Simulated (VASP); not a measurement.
The system is MgVOF2.

```
V Mg F O
1.0
     4.80401   -2.07601    0.00000
     4.80401    2.07601    0.00000
    -0.06437    0.00000    3.44935
V Mg F O
1 1 2 1
Direct
  0.97963 0.97963 0.00707
  0.63706 0.63706 0.51684
  0.12341 0.12341 0.51585
  0.84071 0.84071 0.49969
  0.53852 0.53852 0.01196
```

The cell comes from a database or a generator and needn't be the stable form of this composition.

| Item | Value |
| --- | --- |
| Program | VASP 6.6.1 |
| Task | single point |
| Functional | PBE |
| Potentials or basis | VASP PAW PBE potentials, release 64 (V_sv, Mg, F, O) |
| Cutoff | 520 eV |
| k mesh | 7 × 7 × 8 |
| Occupations | fermi-dirac, width 0.05 eV |
| Spin | collinear spin, ferromagnetic start |
| Starting moments | [2.0, 0.0, 0.0, 0.0, 0.0] μB |

On this cell: pressure -2.6 GPa; largest force 0.239 eV/Å; net moment 3.00 μB per cell; site moments V +2.65; Mg +0.00; F +0.00, +0.01; O +0.01 μB; band gap on the k mesh none (metal or under the smearing width).

The same run follows on a disturbed copy (atoms moved at random, drawn with an rms of 0.05 Å):

```
V Mg F O
1.0
     4.80401   -2.07601    0.00000
     4.80401    2.07601    0.00000
    -0.06437    0.00000    3.44935
V Mg F O
1 1 2 1
Direct
  0.96970 0.98364 0.99853
  0.63690 0.62865 0.53112
  0.13291 0.11320 0.51539
  0.84221 0.84247 0.51218
  0.53753 0.54429 0.01435
```

Problem. What does the disturbed cell give?

Solution. The energy (extrapolated to zero smearing) moves by +13.6 meV/atom; pressure -1.9 GPa; largest force 0.913 eV/Å; net moment 3.00 μB per cell; site moments V +2.65; Mg +0.00; F +0.00, +0.01; O +0.01 μB; band gap on the k mesh none (metal or under the smearing width).

Forces on the atoms (eV/Å):
```
V    0.444 -0.313  0.520
Mg   0.583  0.045 -0.702
F   -0.255  0.375  0.017
F   -0.162  0.029 -0.253
O   -0.611 -0.135  0.418
```

Stress tensor (GPa, compression positive):
```
-2.52  0.77 -0.40
 0.77 -3.33  0.08
-0.40  0.08  0.12
```

Caveats: semilocal functionals often make such compounds metallic where correlation or magnetic order opens a gap, which also shifts bond lengths.
